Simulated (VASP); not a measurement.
Calculation: PBE GGA with D3 dispersion (zero damping), VASP's PBE PAW potentials (set 64) (plane waves; VASP).

A VASP calculation is set up with these files.

### POSCAR
```
KI
1
   -0.0000000000     3.5473799749     3.5473799749
    3.5473799749    -0.0000000000     3.5473799749
    3.5473799749     3.5473799749    -0.0000000000
K I
1 1
Direct
  0.0000000000   0.0000000000   0.0000000000
  0.5000000000   0.5000000000   0.5000000000
```

INCAR:
```
SYSTEM=KI
PREC=Accurate; ENCUT=520; LREAL=.FALSE.
LASPH=.TRUE.; ICHARG=11
EDIFF=1E-7; NELM=100; ALGO=Normal
LMAXMIX=4
ISMEAR=0; SIGMA=0.05
GGA=PE; IVDW=11
LWAVE=.FALSE.; LCHARG=.FALSE.; LORBIT=11
```

KPOINTS:
```
k-points along high-symmetry lines
15
Line-mode
Reciprocal
  0.000000   0.000000   0.000000 ! GAMMA
  0.500000   0.000000   0.500000 ! X

  0.500000   0.000000   0.500000 ! X
  0.625000   0.250000   0.625000 ! U

  0.375000   0.375000   0.750000 ! K
  0.000000   0.000000   0.000000 ! GAMMA

  0.000000   0.000000   0.000000 ! GAMMA
  0.500000   0.500000   0.500000 ! L

  0.500000   0.500000   0.500000 ! L
  0.500000   0.250000   0.750000 ! W

  0.500000   0.250000   0.750000 ! W
  0.500000   0.000000   0.500000 ! X
```

POTCAR, in this order: K_sv I (PBE.64 set). Program: vasp_std. Read from the step before: CHGCAR.

The resulting files:

File OSZICAR:
```
       N       E                     dE             d eps       ncg     rms          rms(c)
DAV:   1     0.950683919651E+02    0.95068E+02   -0.66913E+03  2160   0.113E+03
DAV:   2     0.122429011756E+01   -0.93844E+02   -0.87737E+02  2592   0.248E+02
DAV:   3    -0.484025143920E+01   -0.60645E+01   -0.60334E+01  2820   0.583E+01
DAV:   4    -0.518082180423E+01   -0.34057E+00   -0.34025E+00  4024   0.117E+01
DAV:   5    -0.518219022674E+01   -0.13684E-02   -0.13684E-02  2784   0.803E-01
DAV:   6    -0.518222315514E+01   -0.32928E-04   -0.32928E-04  3028   0.996E-02
DAV:   7    -0.518222412831E+01   -0.97317E-06   -0.97316E-06  3276   0.161E-02
DAV:   8    -0.518222414710E+01   -0.18789E-07   -0.18775E-07  2596   0.222E-03
   1 F= -.55897753E+01 E0= -.55897753E+01  d E =-.308941E-11
```

**OUTCAR**
```
 val. band max:       -0.4791066023   @ k =   0.0000   0.0000   0.0000

 cond. band min:       3.4552542939   @ k =   0.0000   0.0000   0.0000



 k-point     1 :       0.0000    0.0000    0.0000
  band No.  band energies     occupation
      1     -29.0030      2.00000
      2     -12.4890      2.00000
      3     -12.4890      2.00000
      4     -12.4890      2.00000
      5     -10.9627      2.00000
      6      -0.4791      2.00000
      7      -0.4791      2.00000
      8      -0.4791      2.00000
      9       3.4553      0.00000
     10       6.0223      0.00000
     11       6.0223      0.00000
     12       6.0223      0.00000

 k-point     2 :       0.0357    0.0000    0.0357
  band No.  band energies     occupation
      1     -29.0029      2.00000
      2     -12.4913      2.00000
      3     -12.4893      2.00000
      4     -12.4893      2.00000
      5     -10.9581      2.00000
      6      -0.5102      2.00000
      7      -0.4848      2.00000
      8      -0.4848      2.00000
      9       3.5005      0.00000
     10       5.9865      0.00000
     11       6.0530      0.00000
     12       6.0530      0.00000

 k-point     3 :       0.0714    0.0000    0.0714
  band No.  band energies     occupation
      1     -29.0028      2.00000
      2     -12.4975      2.00000
      3     -12.4899      2.00000
      4     -12.4899      2.00000
      5     -10.9451      2.00000
      6      -0.5965      2.00000
      7      -0.5014      2.00000
      8      -0.5014      2.00000
      9       3.6282      0.00000
     10       5.8873      0.00000
     11       6.1445      0.00000
     12       6.1445      0.00000

 k-point     4 :       0.1071    0.0000    0.1071
  band No.  band energies     occupation
      1     -29.0027      2.00000
      2     -12.5067      2.00000
      3     -12.4909      2.00000
      4     -12.4909      2.00000
      5     -10.9254      2.00000
      6      -0.7207      2.00000
      7      -0.5274      2.00000
...
```

The density is held fixed in this step, so its total energy and stress have no physical meaning. Unless said otherwise, spin-orbit coupling is left out, though it shifts the bands of the heavy elements here.

The compound is KI in the rock salt structure. It was relaxed first.
